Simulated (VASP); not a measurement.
Output of a VASP run:

OSZICAR:
```
       N       E                     dE             d eps       ncg     rms          rms(c)
DAV:   1     0.866022166049E+02    0.86602E+02   -0.95300E+03   812   0.140E+03
DAV:   2    -0.648389583279E+02   -0.15144E+03   -0.14851E+03   884   0.347E+02
DAV:   3    -0.763783239884E+02   -0.11539E+02   -0.11205E+02  1052   0.100E+02
DAV:   4    -0.766457164296E+02   -0.26739E+00   -0.26729E+00   912   0.189E+01
DAV:   5    -0.766548838267E+02   -0.91674E-02   -0.91673E-02  1128   0.338E+00    0.303E+00
DAV:   6    -0.717118463168E+02    0.49430E+01   -0.25214E+00   968   0.313E+01    0.226E+00
DAV:   7    -0.718220264186E+02   -0.11018E+00   -0.81452E-01   812   0.113E+01    0.126E+00
DAV:   8    -0.718043665628E+02    0.17660E-01   -0.78484E-01   812   0.646E+00    0.591E-01
DAV:   9    -0.719052436118E+02   -0.10088E+00   -0.10540E-01   824   0.272E+00    0.426E-01
DAV:  10    -0.719024097539E+02    0.28339E-02   -0.42137E-02   918   0.168E+00    0.102E-01
DAV:  11    -0.719212059291E+02   -0.18796E-01   -0.48742E-02   818   0.205E+00    0.980E-02
DAV:  12    -0.719239263156E+02   -0.27204E-02   -0.11479E-03   908   0.325E-01    0.644E-02
DAV:  13    -0.719243454341E+02   -0.41912E-03   -0.45505E-04   944   0.274E-01    0.316E-02
DAV:  14    -0.719261394162E+02   -0.17940E-02   -0.19845E-03   842   0.442E-01    0.156E-02
DAV:  15    -0.719261339338E+02    0.54824E-05   -0.37839E-05   920   0.790E-02    0.884E-03
DAV:  16    -0.719261482189E+02   -0.14285E-04   -0.23451E-05   920   0.774E-02    0.775E-03
DAV:  17    -0.719261512902E+02   -0.30713E-05   -0.64429E-06   860   0.203E-02    0.167E-03
DAV:  18    -0.719261499621E+02    0.13281E-05   -0.12885E-06   872   0.110E-02    0.114E-03
DAV:  19    -0.719261504849E+02   -0.52281E-06   -0.66511E-08   550   0.400E-03    0.819E-04
DAV:  20    -0.719261504764E+02    0.85649E-08   -0.16065E-07   592   0.489E-03
   1 F= -.71216182E+02 E0= -.71216182E+02  d E =-.712162E+02
```

**OUTCAR**
```
------------------------ aborting loop because EDIFF is reached ----------------------------------------
  FORCE on cell =-STRESS in cart. coord.  units (eV):
  Direction    XX          YY          ZZ          XY          YZ          ZX
  --------------------------------------------------------------------------------------
  Total        0.7132479      0.7132479      0.7132479     -0.0000000      0.0000000     -0.0000000
  in kB       20.0923733     20.0923733     20.0923733     -0.0000000      0.0000000     -0.0000000
  external PRESSURE =       0.0923733 kB  Pullay stress =      20.0000000 kB
  volume of cell :       56.87
      direct lattice vectors                 reciprocal lattice vectors
     0.000000000  3.052319231  3.052319231    -0.163809865  0.163809865  0.163809865
     3.052319231  0.000000000  3.052319231     0.163809865 -0.163809865  0.163809865
     3.052319231  3.052319231  0.000000000     0.163809865  0.163809865 -0.163809865
  FREE ENERGIE OF THE ION-ELECTRON SYSTEM (eV)
  ---------------------------------------------------
  free  energy   TOTEN  =       -71.9261504764 eV

  energy  without entropy=      -71.9261504764  energy(sigma->0) =      -71.92615048
  enthalpy is  TOTEN    =       -71.2161816698 eV   P V=        0.7099688066

 reached required accuracy - stopping structural energy minimisation
```
(Selected blocks of OUTCAR.)

**POSCAR**
```
PbSe
1
   -0.0000000000     3.0523192312     3.0523192312
    3.0523192312     0.0000000000     3.0523192312
    3.0523192312     3.0523192312     0.0000000000
Pb Se
1 1
Direct
  0.0000000000   0.0000000000   0.0000000000
  0.5000000000   0.5000000000   0.5000000000
```

### Question
Reconstruct the remaining input files.

### Answer
Several could match; the one computed here: the input of the run itself, r2SCAN meta-GGA, plane waves, VASP's PBE PAW potentials (set 64).

**KPOINTS**
```
Regular mesh
0
gamma
  8 8 8
0 0 0
```

INCAR:
```
ALGO  =  Normal
EDIFF  =  1E-7
EDIFFG  =  -0.01
ENCUT  =  480
IBRION  =  2
ISIF  =  3
ISMEAR  =  0
LASPH  =  .True.
LCHARG  =  .False.
LMAXMIX  =  4
LMIXTAU  =  .True.
LREAL  =  .False.
LWAVE  =  .False.
METAGGA  =  R2SCAN
NELM  =  100
NSW  =  40
PREC  =  Accurate
PSTRESS  =  20
SIGMA  =  0.05
SYSTEM  =  PbSe
```

POTCAR, in this order: Pb_d Se (PBE.64 set). Program: vasp_std.

The compound is PbSe in the rock salt structure. It was relaxed first under an external pressure of 2 GPa.
